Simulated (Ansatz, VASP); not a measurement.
# SiC (Moissanite 3C): VASP beside Ansatz

Aim: how closely do two programs agree when they are given the same cell, functional and k mesh? The cell is taken from a series of runs on this material, whose earlier steps may have relaxed, scaled, displaced or heated it; both programs get it as it stands.

Main program and level: Ansatz 0.2.0; plane waves, with VASP 6.6.1 beside it; dielectric response at LDA.

## 1. Set-up

The structure is cubic, space group F-43m (No. 216). Conventional cell: a = 4.358 Å, b = 4.358 Å, c = 4.358 Å, α = 90.00°, β = 90.00°, γ = 90.00°. Nearest to Si lie 4 C at 1.89 Å. Nearest to C lie 4 Si at 1.89 Å. Farther neighbours are not listed.

Structure file:

```cif
data_structure
_symmetry_space_group_name_H-M 'F-43m'
_symmetry_Int_Tables_number 216
_cell_length_a 4.3580
_cell_length_b 4.3580
_cell_length_c 4.3580
_cell_angle_alpha 90.000
_cell_angle_beta 90.000
_cell_angle_gamma 90.000
_cell_volume 82.77
loop_
_atom_site_label
_atom_site_type_symbol
_atom_site_symmetry_multiplicity
_atom_site_Wyckoff_symbol
_atom_site_fract_x
_atom_site_fract_y
_atom_site_fract_z
_atom_site_occupancy
Si1 Si 4 a 0.00000 0.00000 0.00000 1
C1 C 4 d 0.25000 0.25000 0.75000 1
```

## 2. Ansatz: dielectric response, LDA

Ansatz runs on its default PAW (the set named soft_2) files.

The response to a field tests empty states and converges slowly with the mesh.

The input, input.yaml:

```yaml
crystal:
  lattice:
    - [0.0, 2.179, 2.179]
    - [2.179, 0.0, 2.179]
    - [2.179, 2.179, 0.0]
  atoms:
    - { symbol: Si, position: [0.0, 0.0, 0.0] }
    - { symbol: C, position: [0.25, 0.25, 0.25] }
kpoints:
  mp_grid: { grid: [8, 8, 8] }
hamiltonian:
  xc: lda
scf:
  occupations: { method: fixed }
dielectric: {}
```

The run is started by

```bash
ansatz run input.yaml --threads 3 --pin off --max-ram 92160MiB --backend cuda --devices 1 --max-vram 13GiB --events-out ev --progress --plain --runs-dir out
```

Numbers of over 12 decimals in the logs are rounded to 6 here.

The log of the run:

```text
GPUs: using 1 of 1 available (devices: 1).
Engine: ansatz 0.2.0, x86_64-unknown-linux-gnu
Pseudopotentials: kind: paw
Pseudopotential: Si, paw, valence charge 4, recommended cutoff 420 eV (normal), Si.paw.azcp
Pseudopotential: C, paw, valence charge 4, recommended cutoff 420 eV (normal), C.paw.azcp
Functional definition: SPW92
  exchange = slater_x
  correlation = pw_c
device memory: the entry about to start is reckoned to put 1.0 GiB on a device that reports 54.5 GiB free (of which the cap on the GPU budget leaves the run 13.0 GiB)
GPU FFT provider: cuFFT
GPU libraries: cuBLAS 13.8.2, cuFFT 12.4.0, cuSOLVER 12.3.4
Crystal: 2 atoms, lattice volume = 20.692 Å³
Basis set: ecut = 420 eV, 411 PW (Γ), exchange–correlation on 48×48×48 points (8 copies of the dense FFT grid, shifted against one another)
Bands: 8, of which v1, the nominal top of the filled ones, is band 4 counted from 1 (3 counted from 0)
Symmetry: 24 space group operations
k-points: 95 of 512 (irreducible under 4 space group operations, time reversal used)
Non-local potential: Si, projectors of the file, l = 0: 2, l = 1: 2, l = 2: 2
Non-local potential: C, projectors of the file, l = 0: 2, l = 1: 2, l = 2: 1
PAW form: soft (Blöchl's): semilocal exchange-correlation on the pseudo side does not see the compensation charge
PAW frozen core: Si, regenerated for the run's functional, and the local potential with it (the file was generated under x = pbe(κ = 0.804, μ = 0.219515), c = pbe(β = 0.066725))
PAW frozen core: C, regenerated for the run's functional, and the local potential with it (the file was generated under x = pbe(κ = 0.804, μ = 0.219515), c = pbe(β = 0.066725))
PAW one-centre angular grid: Si, 110 points (default); XC on 64 Gauss nodes
PAW one-centre angular grid: C, 110 points (default); XC on 64 Gauss nodes
Initial density: superposition of atomic densities (neutral atoms: chi_scale 0, normalization atom), corrected by the library's trained network
Initial wavefunctions: pseudopotential atomic-orbital guess
GPU buffer pool allocated for 13824 grid points (all kernels)
GPU transforms: local potential and band sums: pruned to the plane-wave sphere, on 24×24×24
Functional: x = slater, c = lda
SCF iter   1: F=—  HF=-852.197285 eV  |F-HF|=—  |Δ(HF+E_count)|=         —  Δρ=7.52e-3  dr2=1.21e-2  ethr=1.77e-3  ⟨swp⟩=4.3  Hψ=5404  notcnv=0  defer=163
preconditioner: auto → none  [insulator: Δε(μ)=1.242 eV  Ē_g=13.885 eV  n_scr=0 (ndim 8)  ℏωp=23.1 eV  f_vac=0.000  ε∞_Penn≈3.8]
SCF iter   2: F=—  HF=-852.193998 eV  |F-HF|=—  |Δ(HF+E_count)|=   3.29e-3  Δρ=3.45e-3  dr2=1.17e-3  ethr=1.51e-4  ⟨swp⟩=2.2  Hψ=1773  notcnv=0  defer=180
SCF iter   3: F=—  HF=-852.193683 eV  |F-HF|=—  |Δ(HF+E_count)|=   3.15e-4  Δρ=1.44e-3  dr2=1.73e-4  ethr=1.46e-5  ⟨swp⟩=2.5  Hψ=1245  notcnv=0  defer=177
SCF iter   4: F=—  HF=-852.193637 eV  |F-HF|=—  |Δ(HF+E_count)|=   4.62e-5  Δρ=2.88e-4  dr2=7.00e-6  ethr=2.16e-6  ⟨swp⟩=1.0  Hψ=760  notcnv=0  defer=18
SCF iter   5: F=—  HF=-852.193645 eV  |F-HF|=—  |Δ(HF+E_count)|=   8.36e-6  Δρ=2.16e-5  dr2=4.05e-8  ethr=8.75e-8  ⟨swp⟩=1.7  Hψ=960  notcnv=0
SCF iter   6: F=—  HF=-852.193636 eV  |F-HF|=—  |Δ(HF+E_count)|=   9.06e-6  Δρ=2.04e-6  dr2=3.18e-10  ethr=5.06e-10  ⟨swp⟩=2.1  Hψ=1022  notcnv=0
SCF iter   7: F=-852.193636 eV  HF=-852.193636 eV  |F-HF|=1.14e-13  |Δ(HF+E_count)|=  3.35e-11  Δρ=7.25e-8  dr2=4.83e-13  ethr=1.25e-12  ⟨swp⟩=2.5  Hψ=2200  notcnv=0
SCF 1 converged in 7 iterations: F = -852.193636 eV  dr2 = 4.83e-13
  greatest PAW one-centre occupation: 0.637 electrons in one spin orbital (limit 2), on the C atom at site 1 (counted from 0), in its partial waves of l = 0
the response reads at least the filled bands of the reference SCF and the lowest empty band at each k-point, and that SCF's band table does not vouch for those bands. The notice of the band table in this run's record says why
device memory: the entry about to start is reckoned to put 0.2 GiB on a device that reports 54.4 GiB free (of which the cap on the GPU budget leaves the run 13.0 GiB)
NSCF: frozen V_eff on 1 k-points
device memory: the entry about to start is reckoned to put 0.2 GiB on a device that reports 54.4 GiB free (of which the cap on the GPU budget leaves the run 13.0 GiB)
NSCF: frozen V_eff on 1 k-points
device memory: the entry about to start is reckoned to put 0.2 GiB on a device that reports 54.4 GiB free (of which the cap on the GPU budget leaves the run 13.0 GiB)
NSCF: frozen V_eff on 1 k-points
device memory: the entry about to start is reckoned to put 0.2 GiB on a device that reports 54.4 GiB free (of which the cap on the GPU budget leaves the run 13.0 GiB)
NSCF: frozen V_eff on 1 k-points
device memory: the entry about to start is reckoned to put 0.2 GiB on a device that reports 54.4 GiB free (of which the cap on the GPU budget leaves the run 13.0 GiB)
NSCF: frozen V_eff on 1 k-points
device memory: the entry about to start is reckoned to put 0.2 GiB on a device that reports 54.4 GiB free (of which the cap on the GPU budget leaves the run 13.0 GiB)
NSCF: frozen V_eff on 1 k-points
device memory: the entry about to start is reckoned to put 0.2 GiB on a device that reports 54.4 GiB free (of which the cap on the GPU budget leaves the run 13.0 GiB)
NSCF: frozen V_eff on 1 k-points
device memory: the entry about to start is reckoned to put 0.2 GiB on a device that reports 54.4 GiB free (of which the cap on the GPU budget leaves the run 13.0 GiB)
NSCF: frozen V_eff on 1 k-points
device memory: the entry about to start is reckoned to put 0.2 GiB on a device that reports 54.4 GiB free (of which the cap on the GPU budget leaves the run 13.0 GiB)
NSCF: frozen V_eff on 1 k-points
device memory: the entry about to start is reckoned to put 0.2 GiB on a device that reports 54.4 GiB free (of which the cap on the GPU budget leaves the run 13.0 GiB)
NSCF: frozen V_eff on 1 k-points
device memory: the entry about to start is reckoned to put 0.1 GiB on a device that reports 54.4 GiB free (of which the cap on the GPU budget leaves the run 13.0 GiB)
device memory: the entry about to start is reckoned to put 0.6 GiB on a device that reports 54.4 GiB free (of which the cap on the GPU budget leaves the run 13.0 GiB)
DFPT response loops at Γ: preconditioner auto → none (the input reference at scf.mixing.eps_inf says where Resta's filter doesn't serve); β = 0.50; Broyden in place of MSR1
── the response to a field inside a basis, on 8×8×8 k-points: an SCF that follows is theirs, and a resumed run solves both again ──
device memory: the entry about to start is reckoned to put 0.1 GiB on a device that reports 57.0 GiB free (of which the cap on the GPU budget leaves the run 13.0 GiB)
GPU FFT provider: cuFFT
GPU libraries: cuBLAS 13.8.2, cuFFT 12.4.0, cuSOLVER 12.3.4
Bands: 5, of which v1, the nominal top of the filled ones, is band 4 counted from 1 (3 counted from 0)
k-points: 60 of 512 (irreducible under 6 space group operations, time reversal used)
Initial density: handed on by an earlier stage of this run
Initial wavefunctions: pseudopotential atomic-orbital guess (no wavefunctions were taken with the density)
GPU buffer pool allocated for 13824 grid points (all kernels)
GPU transforms: band sums: pruned to the plane-wave sphere, on 24×24×24
Eigensolver: Dense (60 Hₖ)
SCF iter   1: F=—  HF=-852.197470 eV  |F-HF|=—  |Δ(HF+E_count)|=         —  Δρ=5.05e-4  dr2=7.23e-6  ethr=1.00e-1
preconditioner: auto → none  [insulator: Δε(μ)=1.657 eV  Ē_g=10.593 eV  n_scr=0 (ndim 8)  ℏωp=23.1 eV  f_vac=0.000  ε∞_Penn≈5.8]
SCF iter   2: F=—  HF=-852.197472 eV  |F-HF|=—  |Δ(HF+E_count)|=   2.05e-6  Δρ=2.50e-4  dr2=1.73e-6  ethr=9.04e-8
SCF iter   3: F=-852.197473 eV  HF=-852.197473 eV  |F-HF|=2.37e-8  |Δ(HF+E_count)|=   8.10e-7  Δρ=1.18e-5  dr2=3.11e-8  ethr=2.16e-8
SCF 1 converged in 3 iterations: F = -852.197473 eV  dr2 = 3.11e-8
device memory: the entry about to start is reckoned to put 0.1 GiB on a device that reports 53.9 GiB free (of which the cap on the GPU budget leaves the run 13.0 GiB)
device memory: the entry about to start is reckoned to put 0.2 GiB on a device that reports 49.3 GiB free (of which the cap on the GPU budget leaves the run 13.0 GiB)
DFPT response loops at Γ: mixed as the last ones told, above
SCF converged after 7 iterations
Free energy (F): -852.193636 eV
Harris-Foulkes:  -852.193636 eV  (|F-HF|=1.14e-13)
Internal energy: -852.193636 eV  (E = F + TS)
E sigma→0 (E₀):  -852.193636 eV
Fermi energy:    9.244991 eV
--- Per-component energies (eV) ---
  E_band       = 27.050053
  E_kinetic    = 135.709307
  E_local      = -106.266789  (includes V_loc(G=0)·N_el)
  E_nonlocal   = 53.906244
  E_hartree    = 31.776241
  E_xc         = -104.703457
  E_vxc        = -109.365143  (∫ρ·V_xc dr)
  E_paw        = -577.978578  (= ΣΔE_a)
  E_vpaw       = -10.486057  (= ΣTr[D̂ρ^β])
  E_aug_tail   = 0.000012  (compensation charges beyond the density's cutoff)
  E_ewald      = -284.783780
  E_core_change = 0.147163  (= ΣΔE_core)
  E_smearing   = -0.000000  (= −TS)
  E_closure    = 0.000000  (closes the sum)
  Σ components = -852.193636   (vs F -852.193636, Δ=0.00e0)
--- Band table (eV; the first three rows and the last of 95) ---
  k-point 0: bands = ["-6.0742", "9.2450", "9.2450", "9.2450", "15.5117", "16.4434", "16.4434", "16.4434"]
  k-point 1: bands = ["-5.7685", "7.7748", "9.0432", "9.0432", "15.6891", "16.7930", "16.7930", "16.9950"]
  k-point 2: bands = ["-4.8730", "4.9736", "8.6367", "8.6367", "15.1792", "17.0484", "17.0484", "18.4876"]
  k-point 94: bands = ["-0.7285", "2.2095", "4.2273", "4.5363", "14.3832", "18.5740", "18.6079", "18.8651"]
--- Dielectric response (ions clamped): 3 representative field directions + reference, inside a basis on a mesh of 512 k-points (Σ response iterations 12) ---
  ε∞ (high-frequency dielectric tensor):
        6.974192     0.000000    -0.000000
        0.000000     6.974192     0.000000
       -0.000000     0.000000     6.974192
  Born effective charges Z* (e; rows j = field, columns β = displacement):
    site 0:
         2.71626   -0.00000   -0.00000
         0.00000    2.71626    0.00000
         0.00000    0.00000    2.71626
    site 1:
        -2.71626    0.00000    0.00000
        -0.00000   -2.71626   -0.00000
        -0.00000   -0.00000   -2.71626
  Z* charge neutrality: 1.051e-3 e pre-enforcement
  solved inside a basis spanned on kpoints, on 8×8×8 k-points, its susceptibility summed on 12×12×12: ε∞ is read to err by 2.0e-2, Z* by 9.8e-3 e (field_mesh: kpoints solves on kpoints); Z* is corrected for what the basis lacks
```

[end of part 1 of 2]

[Lines on the potential files, build, host, timing and source positions are cut from VASP's logs without a mark.]

[Logs are printed without paths, hosts, clocks, repeated set-up lines and the standing remarks that a program may print on its own settings, such as how far it seeks lower states.]

[Hosts, paths, dates, database ids (printed as entryN), source tags and the programs' standing remarks are cut or masked in the printed files.]
